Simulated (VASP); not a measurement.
Pb, 1 atom in the cell. Symmetry: Fm-3m, No. 225, cubic system. Conventional cell: a = 5.007 Å, b = 5.007 Å, c = 5.007 Å, α = 90.00°, β = 90.00°, γ = 90.00°. Around Pb (site symmetry m-3m) lie 12 Pb at 3.54 Å.  The cell isn't the ideal one: a relaxed cell with its volume scaled by 0.98.

```yaml
Program: VASP 6.6.1
Task: relaxation of the atoms
Functional: PBE
Potentials_or_basis: VASP PAW PBE potentials, release 64 (Pb_d)
Cutoff: 600 eV
k_mesh: 14 × 14 × 14
Occupations: methfessel-paxton, width 0.1 eV
Spin: no spin polarisation
Further_INCAR_settings: ALGO = Normal; EDIFF = 1e-07; IBRION = 2; EDIFFG = -0.01; NSW = 40
```

Potentials or basis: VASP PAW PBE potentials, release 64 (Pb_d).

The run is started by

```console
$ cat potpaw_PBE.64/Pb_d/POTCAR > POTCAR
$ mpirun -np 1 vasp_std > vasp.out
```

Hardware: 1 thread of Intel(R) Xeon(R) Platinum 8375C CPU @ 2.90GHz (Ice Lake), with other jobs on the host.

Question: Estimate the wall time of this run.

Answer: Wall time 45 s on 1 thread of Intel(R) Xeon(R) Platinum 8375C CPU @ 2.90GHz (Ice Lake) (shared host), peak memory 0.18 GiB. Counts: scf iterations 11, k points 104, ion steps 1.
